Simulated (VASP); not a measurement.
```
AlGa3N4
1.0
    5.19152     0.00000    -0.00015
    0.00000     3.19522     0.00000
   -0.00390     0.00000     5.53130
Al Ga N
1 3 4
Cartesian
  0.00017   1.59761   3.69134
  2.58989   1.59761   1.85415
  2.58783   0.00000   4.59790
  5.19020   0.00000   0.91910
  0.61758   1.59761   1.88799
  0.60322   0.00000   4.56452
  3.21891   0.00000   0.91866
  3.28148   1.59761   3.69102
```

Calculation: modified Becke-Johnson potential (mBJ), VASP's PBE PAW potentials (set 64) (plane waves; VASP). Numerical set-up: 500 eV cut-off, 4×6×4 Γ-centred mesh, Gaussian smearing of 0.050 eV, potentials Al Ga_d N.

mBJ is a potential without an energy functional, so only the levels count.

**Question.** Give the energies of bands 22 to 35 at the high-symmetry points, in eV from the valence-band maximum.

**Answer.** 
```csv
band,Γ,Z,D,B,A,E,C2,Y2
22,-4.55,-4.58,-4.68,-3.65,-4.02,-5.79,-5.23,-3.69
23,-3.63,-4.42,-4.42,-3.38,-3.62,-5.40,-4.84,-3.14
24,-2.44,-3.61,-3.63,-2.68,-1.96,-2.02,-3.04,-1.92
25,-1.88,-3.54,-3.60,-2.33,-1.78,-1.92,-2.99,-1.74
26,-1.16,-3.40,-2.44,-1.97,-1.72,-1.68,-2.88,-1.59
27,-0.99,-3.19,-2.34,-1.62,-1.66,-1.63,-2.85,-1.53
28,-0.74,-1.88,-1.89,-0.76,-1.59,-1.60,-1.70,-0.74
29,-0.10,-1.84,-1.86,-0.60,-1.00,-1.54,-1.31,-0.66
30,-0.04,-1.70,-0.95,-0.49,-0.99,-1.48,-1.28,-0.30
31,0.00,-1.58,-0.80,-0.29,-0.96,-1.47,-1.23,-0.30
32,3.36,7.00,6.30,5.51,6.44,5.72,6.97,5.56
33,5.86,7.06,6.57,5.72,6.50,5.72,7.05,5.64
34,6.59,7.89,6.83,7.42,6.63,5.80,7.22,5.80
35,6.95,8.13,6.85,7.70,7.01,6.14,7.45,6.16
```

The gap is direct, 3.36 eV, from the valence maximum at Γ to the conduction minimum at Γ.

The structure comes from a computed database's AlGa3N4 entry (Pm); how it stands against other phases isn't given here. It was relaxed first. The cell's shape comes from a PBE relaxation.
